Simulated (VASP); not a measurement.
# Al2O3 (Corundum): cell size against the level of theory, part 3 of 4

How close do the usual functionals, with and without dispersion, come to the cell of Al2O3 (Corundum)? LASPH is on for some levels and off for others; the table marks which. The start is a cell from a database of measured crystal structures.

VASP 6.6.1, plane waves and PAW; the level of theory is named at each step.

So far. Step 3 (Relaxation with PBE): It ends at 8.747 Å³/atom, +2.9 % from the start, with 0.11 GPa left. The conventional cell has a = 4.806 and c = 13.118 Å. Step 4 (Relaxation with r2SCAN): It ends at 8.476 Å³/atom, -0.3 % from the start, with -0.05 GPa left. The conventional cell has a = 4.756 and c = 12.980 Å.

## Step 5: Relaxation with PBE + D3(BJ)

This step: PBE with D3(BJ); plane waves and PAW (Al, O) (VASP 6.6.1).

A dispersion term adds the long-range attraction that semilocal functionals lack. D3 with Becke-Johnson damping keeps a finite attraction at short range.

The input, INCAR:

```
SYSTEM = Al2O3
PREC = Accurate
ENCUT = 560
EDIFF = 1E-06
NELM = 100
ISMEAR = -1
SIGMA = 0.05
LREAL = .FALSE.
ALGO = Normal
GGA = PE
IVDW = 12
NBANDS = 34
LORBIT = 11
LWAVE = .FALSE.
LCHARG = .FALSE.
KPAR = 8
IBRION = 2
NSW = 60
ISIF = 3
EDIFFG = -0.01
```

The input, POSCAR:

```
Al2O3
1.0
    2.3802500000      1.3742379782      4.3318666667
   -2.3802500000      1.3742379782      4.3318666667
    0.0000000000     -2.7484759565      4.3318666667
Al O
4 6
Direct
    0.3521600000      0.3521600000      0.3521600000
    0.1478400000      0.1478400000      0.1478400000
    0.6478400000      0.6478400000      0.6478400000
    0.8521600000      0.8521600000      0.8521600000
    0.5566800000      0.9433200000      0.2500000000
    0.2500000000      0.5566800000      0.9433200000
    0.9433200000      0.2500000000      0.5566800000
    0.4433200000      0.0566800000      0.7500000000
    0.7500000000      0.4433200000      0.0566800000
    0.0566800000      0.7500000000      0.4433200000
```

The input, KPOINTS:

```
Automatic mesh
0
Gamma
5 5 5
0 0 0
```

Potentials, in the order of the species: Al and O (PBE family, release 64).

Launch:

```
$ mpirun -np 8 vasp_std
```

Log:

```text
[... set-up lines as in an earlier step ...]
 entering main loop
       N       E                     dE             d eps       ncg     rms          rms(c)
[... 13 cycles as in an earlier step ...]
   1 F= -.77126318E+02 E0= -.77126318E+02  d E =-.771263E+02
[...]
2 F= -.77128004E+02 E0= -.77128004E+02  d E =-.168543E-02
[...]
3 F= -.77133111E+02 E0= -.77133111E+02  d E =-.679290E-02
[...]
4 F= -.77133109E+02 E0= -.77133109E+02  d E =-.679058E-02
[...]
5 F= -.77133153E+02 E0= -.77133153E+02  d E =-.442353E-04
 trial-energy change:   -0.000044  1 .order   -0.000045   -0.000090    0.000001
 step:   0.8976(harm=  0.8976)  dis= 0.00081  next Energy=   -77.133154 (dE=-0.447E-04)
 reached required accuracy - stopping structural energy minimisation
```

The job ended after 27 s (8 MPI ranks of AMD EPYC 9R45, shared host; peak memory 2.2 GiB; 2.8 min of CPU time).

OUTCAR, selected parts (step 5):

```text
 Edisp (eV)   -2.34243

 Edisp (eV)   -2.34245

  Total      -0.02153    -0.02153    -0.03003     0.00000     0.00000     0.00000
  in kB      -0.40165    -0.40165    -0.56015     0.00000     0.00000     0.00000
  external pressure =       -0.45 kB  Pullay stress =        0.00 kB

 POSITION                                       TOTAL-FORCE (eV/Angst)
 -----------------------------------------------------------------------------------
      0.00000     -0.00000      4.58888         0.000000     -0.000000      0.004287
      0.00000     -0.00000      1.92743         0.000000      0.000000     -0.004287
      0.00000     -0.00000      8.44374         0.000000      0.000000     -0.004287
      0.00000     -0.00000     11.10518         0.000000     -0.000000      0.004287
     -0.92515      1.37939      7.60236         0.000453     -0.000000     -0.000000
     -0.73201     -1.49090      7.60236        -0.000226      0.000392     -0.000000
      1.65717      0.11151      7.60236        -0.000226     -0.000392      0.000000
      0.92515     -1.37939      5.43026        -0.000453     -0.000000     -0.000000
      0.73201      1.49090      5.43026         0.000226     -0.000392      0.000000
     -1.65717     -0.11151      5.43026         0.000226      0.000392     -0.000000
 -----------------------------------------------------------------------------------
    total drift:                               -0.000000      0.000000     -0.000000

  FREE ENERGIE OF THE ION-ELECTRON SYSTEM (eV)
  ---------------------------------------------------
  free  energy   TOTEN  =       -77.1331532052 eV

  energy  without entropy=      -77.1331532051  energy(sigma->0) =      -77.13315321

[... 2 parts as in an earlier step ...]

[... 2 further parts left out ...]
[key lines of the parts left out:]
E-fermi :   7.1077
```

Step by step:

```
step  energy less that of the first step (eV)  largest force (eV/Å)  pressure (GPa)  volume (Å³)
   1                                   0.0000                0.0264            2.48        85.02
   2                                  -0.0017                0.0215           -2.10        86.65
   3                                  -0.0068                0.0181           -0.01        85.89
   4                                  -0.0068                0.0181           -0.06        85.90
   5                                  -0.0068                0.0043           -0.05        85.90
```

```
conventional cell, symmetrised  before   after  change
                         a (Å)   4.760   4.778  +0.4 %
                         b (Å)   4.760   4.778  +0.4 %
                         c (Å)  12.996  13.033  +0.3 %
              volume (Å³/atom)    8.50    8.59  +1.0 %
```

The relaxed structure:

```
Al O
1.0
     2.38918    1.37939    4.34421
    -2.38918    1.37939    4.34421
     0.00000   -2.75879    4.34421
Al O
4 6
Direct
  0.35211 0.35211 0.35211
  0.14789 0.14789 0.14789
  0.64789 0.64789 0.64789
  0.85211 0.85211 0.85211
  0.55639 0.94361 0.25000
  0.25000 0.55639 0.94361
  0.94361 0.25000 0.55639
  0.44361 0.05639 0.75000
  0.75000 0.44361 0.05639
  0.05639 0.75000 0.44361
```

It ends at 8.590 Å³/atom, +1.0 % from the start, with -0.05 GPa left. The conventional cell has a = 4.778 and c = 13.033 Å. Against plain PBE, the dispersion term moves a by -0.6 % and c by -0.6 %.

## Step 6: Relaxation with r2SCAN + rVV10

This step: r2SCAN with rVV10; plane waves and PAW (Al, O) (VASP 6.6.1).

LUSE_VDW switches on a nonlocal correlation term for dispersion.

INCAR, as its differences from that of step 5:

```diff
@@ -9,4 +9,8 @@
 ALGO = Normal
-GGA = PE
-IVDW = 12
+METAGGA = R2SCAN
+LUSE_VDW = .TRUE.
+IVDW_NL = 2
+BPARAM = 11.95
+CPARAM = 0.0093
+LASPH = .TRUE.
 NBANDS = 34
```

POSCAR is that of step 5.

KPOINTS is that of step 5.

Launch:

```
$ mpirun -np 8 vasp_std
```

Log:

```text
[banner, memory and clock lines left out]
running    8 mpi-ranks, on    1 nodes
[...]
[... a notice as in an earlier step ...]

|                                                                             |
|               ----> ADVICE to this user running VASP <----                  |
|                                                                             |
|     You have switched on vdW-DFT.                                           |
|     This routine was written and supplied by Jiri Klimes. We recommend      |
|     that you carefully read and cite the following publications:            |
|       J. Klimes, D.R. Bowler, A. Michelides                                 |
|          J. Phys.: Cond Matt. 22 022201 (2010)                              |
|       J. Klimes, D.R. Bowler, A. Michelides                                 |
|          Phys. Rev. B. 83, 195131 (2011)                                    |
|     and references therein.                                                 |
[...]
Total rVV10 correction in eV:      1.2043706    56.7349010
Total rVV10 correction in eV:      1.2043706    56.7349010
Total rVV10 correction in eV:      1.2043706    56.7349010
Total rVV10 correction in eV:      1.2043706    56.7349010
Total rVV10 correction in eV:      1.2043746    56.7349010
Total rVV10 correction in eV:      1.2043746    56.7349010
Total rVV10 correction in eV:      1.2043746    56.7349010
Total rVV10 correction in eV:      1.2043746    56.7349010
Total rVV10 correction in eV:      1.2043746    56.7349010
Total rVV10 correction in eV:      1.2043746    56.7349010
Total rVV10 correction in eV:      1.2043746    56.7349010
Total rVV10 correction in eV:      1.2043746    56.7349010
   1 F= -.95072450E+02 E0= -.95072450E+02  d E =-.950724E+02
[... from here on, the cycles between the ionic steps are left out ...]
   2 F= -.95073711E+02 E0= -.95073711E+02  d E =-.126120E-02
   3 F= -.95077316E+02 E0= -.95077316E+02  d E =-.486645E-02
   4 F= -.95077313E+02 E0= -.95077313E+02  d E =-.486386E-02
   5 F= -.95077441E+02 E0= -.95077441E+02  d E =-.127184E-03
 trial-energy change:   -0.000127  1 .order   -0.000127   -0.000287    0.000034
 step:   0.8103(harm=  0.8103)  dis= 0.00142  next Energy=   -95.077442 (dE=-0.129E-03)
 reached required accuracy - stopping structural energy minimisation
```

Wall time 4.6 min (8 MPI ranks); peak memory 4.1 GiB; 30 min of CPU time.

From OUTCAR (step 6):

```text
  Total       -0.0250905     -0.0250905      0.0359066      0.0000000     -0.0000000      0.0000000
  in kB       -0.4764140     -0.4764140      0.6817890      0.0000000     -0.0000000      0.0000000
  external PRESSURE =      -0.0903463 kB  Pullay stress =       0.0000000 kB

 POSITION                                       TOTAL-FORCE (eV/Angst)
 -----------------------------------------------------------------------------------
      0.00000     -0.00000      4.55975        -0.000000      0.000000     -0.000299
      0.00000     -0.00000      1.91894        -0.000000     -0.000000      0.000299
      0.00000     -0.00000      8.39762        -0.000000     -0.000000      0.000299
      0.00000     -0.00000     11.03843        -0.000000      0.000000     -0.000299
     -0.92013      1.37108      7.55846         0.006479     -0.000000      0.000000
     -0.72733     -1.48240      7.55846        -0.003240      0.005611      0.000000
      1.64746      0.11131      7.55846        -0.003240     -0.005611     -0.000000
      0.92013     -1.37108      5.39890        -0.006479     -0.000000     -0.000000
      0.72733      1.48240      5.39890         0.003240     -0.005611     -0.000000
     -1.64746     -0.11131      5.39890         0.003240      0.005611      0.000000
 -----------------------------------------------------------------------------------
    total drift:                                0.000000      0.000000     -0.000000

  FREE ENERGIE OF THE ION-ELECTRON SYSTEM (eV)
  ---------------------------------------------------
  free  energy   TOTEN  =       -95.0774406133 eV

  energy  without entropy=      -95.0774406132  energy(sigma->0) =      -95.07744061

[... 2 parts as in an earlier step ...]

[... 2 further parts left out ...]
[key lines of the parts left out:]
E-fermi :   6.9276
```

It ends at 8.438 Å³/atom, -0.8 % from the start, with -0.01 GPa left. The conventional cell has a = 4.750 and c = 12.957 Å. Against plain r2SCAN, the dispersion term moves a by -0.1 % and c by -0.2 %.

## Step 7: Relaxation with revPBE + D3(BJ)

This step: revPBE with D3(BJ); plane waves and PAW (Al, O) (VASP 6.6.1).

revPBE by itself binds more weakly than PBE and expands cells; dispersion terms fitted to it are the larger for that.

INCAR, as its differences from that of step 6:

```diff
@@ -9,8 +9,4 @@
 ALGO = Normal
-METAGGA = R2SCAN
-LUSE_VDW = .TRUE.
-IVDW_NL = 2
-BPARAM = 11.95
-CPARAM = 0.0093
-LASPH = .TRUE.
+GGA = RE
+IVDW = 12
 NBANDS = 34
```

POSCAR is that of step 6.

KPOINTS is that of step 6.

Launch:

```
$ mpirun -np 8 vasp_std
```

Log:

```text
[banner, memory and clock lines left out]
running    8 mpi-ranks, on    1 nodes
[...]
[... a notice as in an earlier step ...]

 [... a notice as in an earlier step ...]

 LDA part: xc-table for (Slater+PW92), standard interpolation
 POSCAR, INCAR and KPOINTS ok, starting setup
[...]
entering main loop
       N       E                     dE             d eps       ncg     rms          rms(c)
DAV:   1     0.249593412592E+03    0.24959E+03   -0.26636E+04  1292   0.143E+03
DAV:   2    -0.655812046007E+02   -0.31517E+03   -0.30408E+03  1658   0.304E+02
DAV:   3    -0.792065522943E+02   -0.13625E+02   -0.13578E+02  1668   0.645E+01
DAV:   4    -0.793143381915E+02   -0.10779E+00   -0.10773E+00  1584   0.662E+00
[...]
DAV:  11    -0.714169269880E+02    0.78902E-04   -0.70462E-04  1644   0.149E-01    0.248E-02
DAV:  12    -0.714169323414E+02   -0.53534E-05   -0.52720E-05  1416   0.429E-02    0.688E-03
DAV:  13    -0.714169322747E+02    0.66679E-07   -0.56191E-06  1652   0.132E-02
[...]
DAV:   4    -0.714720539758E+02    0.19121E-03   -0.28994E-04  1582   0.113E-01    0.296E-02
DAV:   5    -0.714720410375E+02    0.12938E-04   -0.45300E-05  1612   0.375E-02    0.554E-03
DAV:   6    -0.714720380074E+02    0.30301E-05   -0.91693E-07  1100   0.626E-03    0.585E-04
DAV:   7    -0.714720380600E+02   -0.52574E-07   -0.81522E-08   758   0.179E-03
   2 F= -.76087051E+02 E0= -.76087051E+02  d E =-.549633E-03
 trial-energy change:   -0.000550  1 .order   -0.000676   -0.009566    0.008214
 step:   0.5274(harm=  0.5380)  dis= 0.00079  next Energy=   -76.089005 (dE=-0.250E-02)
[...]
N       E                     dE             d eps       ncg     rms          rms(c)
DAV:   1    -0.714558348010E+02    0.16203E-01   -0.16337E-01  1498   0.271E+00    0.660E-01
DAV:   2    -0.714484257512E+02    0.74090E-02   -0.27074E-02  1492   0.936E-01    0.111E-01
DAV:   3    -0.714483378891E+02    0.87862E-04   -0.73418E-04  1512   0.151E-01    0.436E-02
DAV:   4    -0.714482992531E+02    0.38636E-04   -0.63856E-05  1554   0.532E-02    0.136E-02
DAV:   5    -0.714482988875E+02    0.36562E-06   -0.98065E-06  1628   0.175E-02
   3 F= -.76088989E+02 E0= -.76088989E+02  d E =-.248787E-02
[...]
reached required accuracy - stopping structural energy minimisation
```

It took 18 s on 8 MPI ranks; peak memory 2.3 GiB.

OUTCAR, selected parts (step 7):

```text
 Edisp (eV)   -4.61501

 Edisp (eV)   -4.64069

  Total       0.01323     0.01323    -0.03287     0.00000     0.00000     0.00000
  in kB       0.24780     0.24780    -0.61570     0.00000     0.00000     0.00000
  external pressure =       -0.04 kB  Pullay stress =        0.00 kB

 POSITION                                       TOTAL-FORCE (eV/Angst)
 -----------------------------------------------------------------------------------
     -0.00000     -0.00000      4.58237         0.000000      0.000000     -0.009010
     -0.00000     -0.00000      1.92485        -0.000000     -0.000000      0.009010
     -0.00000     -0.00000      8.43207        -0.000000     -0.000000      0.009010
     -0.00000     -0.00000     11.08958         0.000000      0.000000     -0.009010
     -0.92196      1.37737      7.59175         0.001878     -0.000000      0.000000
     -0.73186     -1.48712      7.59175        -0.000939      0.001626     -0.000000
      1.65381      0.10975      7.59175        -0.000939     -0.001626      0.000000
      0.92196     -1.37737      5.42268        -0.001878     -0.000000      0.000000
      0.73186      1.48712      5.42268         0.000939     -0.001626      0.000000
     -1.65381     -0.10975      5.42268         0.000939      0.001626     -0.000000
 -----------------------------------------------------------------------------------
    total drift:                               -0.000000      0.000000     -0.000000

  FREE ENERGIE OF THE ION-ELECTRON SYSTEM (eV)
  ---------------------------------------------------
  free  energy   TOTEN  =       -76.0889888801 eV

  energy  without entropy=      -76.0889888801  energy(sigma->0) =      -76.08898888

[... 2 parts as in an earlier step ...]

[... 2 further parts left out ...]
[key lines of the parts left out:]
E-fermi :   7.3196
```

It ends at 8.553 Å³/atom, +0.6 % from the start, with 0.00 GPa left. The conventional cell has a = 4.771 and c = 13.014 Å.

## Step 8: Relaxation with optB88-vdW

This step: optB88-vdW; plane waves and PAW (Al, O) (VASP 6.6.1).

optB88-vdW pairs nonlocal correlation with a B88-type exchange refitted to the binding of molecular dimers.

INCAR, as its differences from that of step 7:

```diff
@@ -9,4 +9,8 @@
 ALGO = Normal
-GGA = RE
-IVDW = 12
+GGA = BO
+AGGAC = 0
+LUSE_VDW = .TRUE.
+PARAM1 = 0.1833333333
+PARAM2 = 0.22
+LASPH = .TRUE.
 NBANDS = 34
```

POSCAR is that of step 7.

KPOINTS is that of step 7.

Launch:

```
$ mpirun -np 8 vasp_std
```

Log:

```text
[banner, memory and clock lines left out]
running    8 mpi-ranks, on    1 nodes
[...]
[... a notice as in an earlier step ...]

 [... a notice as in an earlier step ...]

 [... a notice as in an earlier step ...]

 LDA part: xc-table for (Slater+PW92), standard interpolation
 POSCAR, INCAR and KPOINTS ok, starting setup
[...]
entering main loop
       N       E                     dE             d eps       ncg     rms          rms(c)
DAV:   1     0.260308980699E+03    0.26031E+03   -0.26714E+04  1292   0.143E+03
DAV:   2    -0.570311679316E+02   -0.31734E+03   -0.30680E+03  1648   0.305E+02
DAV:   3    -0.705926195450E+02   -0.13561E+02   -0.13517E+02  1668   0.647E+01
DAV:   4    -0.707023778141E+02   -0.10976E+00   -0.10970E+00  1608   0.671E+00
[...]
DAV:  11    -0.614043838160E+02    0.16547E-04   -0.20622E-04  1574   0.877E-02    0.305E-02
DAV:  12    -0.614043854255E+02   -0.16094E-05   -0.61154E-06  1574   0.165E-02    0.102E-02
DAV:  13    -0.614043848478E+02    0.57772E-06   -0.18368E-06  1054   0.815E-03
   1 F= -.61404385E+02 E0= -.61404385E+02  d E =-.614044E+02
[... from here on, the cycles between the ionic steps are left out ...]
   2 F= -.61410565E+02 E0= -.61410565E+02  d E =-.617978E-02
   3 F= -.61431633E+02 E0= -.61431633E+02  d E =-.272484E-01
   4 F= -.61431626E+02 E0= -.61431626E+02  d E =-.272412E-01
   5 F= -.61431870E+02 E0= -.61431870E+02  d E =-.243833E-03
   6 F= -.61431880E+02 E0= -.61431880E+02  d E =-.254050E-03
[...]
reached required accuracy - stopping structural energy minimisation
```

Elapsed: 3 min, on 8 MPI ranks; peak memory 4.9 GiB.

OUTCAR, selected parts (step 8):

```text
  Total        0.0759123      0.0759123     -0.0276635     -0.0000000      0.0000000      0.0000000
  in kB        1.4021150      1.4021150     -0.5109499     -0.0000000      0.0000000      0.0000000
  external PRESSURE =       0.7644267 kB  Pullay stress =       0.0000000 kB

 POSITION                                       TOTAL-FORCE (eV/Angst)
 -----------------------------------------------------------------------------------
     -0.00000     -0.00000      4.60682         0.000000     -0.000000      0.006991
     -0.00000     -0.00000      1.93141         0.000000      0.000000     -0.006991
     -0.00000     -0.00000      8.46964         0.000000      0.000000     -0.006991
     -0.00000     -0.00000     11.14505         0.000000     -0.000000      0.006991
     -0.92903      1.38382      7.62794         0.003177      0.000000      0.000000
     -0.73391     -1.49647      7.62794        -0.001589      0.002752     -0.000000
      1.66294      0.11265      7.62794        -0.001589     -0.002752      0.000000
      0.92903     -1.38382      5.44853        -0.003177      0.000000      0.000000
      0.73391      1.49647      5.44853         0.001589     -0.002752      0.000000
     -1.66294     -0.11265      5.44853         0.001589      0.002752     -0.000000
 -----------------------------------------------------------------------------------
    total drift:                                0.000000     -0.000000      0.000000

  FREE ENERGIE OF THE ION-ELECTRON SYSTEM (eV)
  ---------------------------------------------------
  free  energy   TOTEN  =       -61.4318801130 eV

  energy  without entropy=      -61.4318801129  energy(sigma->0) =      -61.43188011

[... 2 parts as in an earlier step ...]

[... 2 further parts left out ...]
[key lines of the parts left out:]
E-fermi :   6.7779
```

It ends at 8.674 Å³/atom, +2.0 % from the start, with 0.08 GPa left. The conventional cell has a = 4.794 and c = 13.076 Å.

[end of part 3 of 4]

[Lines on the potential files, build, host, timing and source positions are cut from VASP's logs without a mark.]

[Logs are printed without paths, hosts, clocks, repeated set-up lines and the standing remarks that a program may print on its own settings, such as how far it seeks lower states.]

[Hosts, paths, dates, database ids (printed as entryN), source tags and the programs' standing remarks are cut or masked in the printed files.]

[A measured line is paired with the nearest computed mode of its activity, which favours agreement.]
